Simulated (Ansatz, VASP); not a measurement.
LiSi2N2 in VASP and in Ansatz

The input INCAR:

```
SYSTEM = LiSi2N2
ALGO     = Normal         ! electronic algorithm
EDIFF    = 1E-6           ! SCF threshold, eV
ENCUT    = 520            ! plane-wave cutoff, eV
GGA      = PE             ! functional
ISIF     = 2              ! what is computed and relaxed
ISMEAR   = 0              ! smearing method
LASPH    = .TRUE.         ! aspherical terms in the spheres
LCHARG   = .FALSE.        ! write CHGCAR
LREAL    = .FALSE.        ! projectors in reciprocal space
LWAVE    = .FALSE.        ! write WAVECAR
NBANDS   = 18             ! bands
NELM     = 80             ! most SCF steps
PREC     = Accurate       ! precision mode
SIGMA    = 0.1            ! smearing width, eV
```

The input KPOINTS:

```
k-points
0
G
  6 6 6
  0 0 0
```

File POSCAR:

```
LiSi2N2
1.0
   -1.8588100700      1.8588100700      4.3131201900
    1.8588100700     -1.8588100700      4.3131201900
    1.8588100700      1.8588100700     -4.3131201900
Li Si N
1 2 2
Direct
    0.0000000000      0.0000000000      0.0000000000
    0.3630000100      0.3630000100      0.0000000000
    0.6369999900      0.6369999900      0.0000000000
    0.7500000000      0.2500000000      0.5000000000
    0.2500000000      0.7500000000      0.5000000000
```

Input for Ansatz:

```yaml
crystal:
  lattice:
    - [-1.85881007, 1.85881007, 4.31312019]
    - [1.85881007, -1.85881007, 4.31312019]
    - [1.85881007, 1.85881007, -4.31312019]
  atoms:
    - { symbol: Li, position: [0.0, 0.0, 0.0] }
    - { symbol: Si, position: [0.36300001, 0.36300001, 0.0] }
    - { symbol: Si, position: [0.63699999, 0.63699999, 0.0] }
    - { symbol: "N", position: [0.75, 0.25, 0.5] }
    - { symbol: "N", position: [0.25, 0.75, 0.5] }
basis:
  ecutwfc: 420
kpoints:
  mp_grid: { grid: [6, 6, 6] }
hamiltonian:
  xc: pbe
scf:
  occupations: { method: gaussian, width: 0.1 }
  lower_state_search: "off"
output:
  forces: true
  stress: true
  eigenvalues: true
```

Change from the starting cell: species swapped into the SrSi2Au2 type (I4/mmm, No. 139).

Alike in both runs: task single point; functional PBE; k mesh 6 × 6 × 6; occupations gaussian, width 0.1 eV; no spin polarisation.

```csv
,VASP,Ansatz
version,VASP 6.6.1,Ansatz 0.2.0
potentials or method,"VASP PAW PBE potentials, release 64 (Li_sv, Si, N)","scalar-relativistic, plane waves, PAW"
plane-wave cutoff (eV),520,420
valence electrons in the cell,21,21
```

Ansatz gave:

| Item | Value |
| --- | --- |
| gap on the k mesh at the Fermi level (eV) | none |
| rms of the force components (eV/Å) | 1.427 |

Question: What did VASP give for the same quantities?

Answer: gap on the k mesh at the Fermi level (eV): none; rms of the force components (eV/Å): 1.420.

Atom by atom the forces differ by 0.007 eV/Å (rms over components). A gap of «none» marks a metal or a gap that the smearing closes. The functional is the same, so the differences come from potentials, cutoffs and numerics.

Caveats: the k mesh is coarse (spacing up to 0.40 Å⁻¹), so the values aren't converged; forces of over 1 eV/Å show positions far from the minimum, so gaps and moduli don't describe the material at rest.
